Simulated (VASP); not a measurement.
A 63-atom supercell of GaP (zinc blende) holds P vacancy in charge state -1. It is relaxed twice, with the total moment held at 0 and at 2 μB. Level of theory: PBE GGA, VASP's PBE PAW potentials (set 64) (plane waves; VASP 6.6.1). Run with PREC = Normal, LREAL = Auto, ISYM = 0, NELECT = 252.0, EDIFF = 1E-5, 400 eV cut-off, 1×1×1 Γ-centred mesh, Gaussian smearing of 0.050 eV, potentials Ga P.

The cell is charged, with a uniform compensating background. The supercell is sampled at Γ alone, which is coarse: total energies, pressure and levels can be off, energies of defects by several tenths of an eV.

Task: Which spin state lies lower, and by how much?

Result: The state with 0 μB lies lower, by 0.41 eV.

The cell is a supercell with a defect, built from GaP (zinc blende).
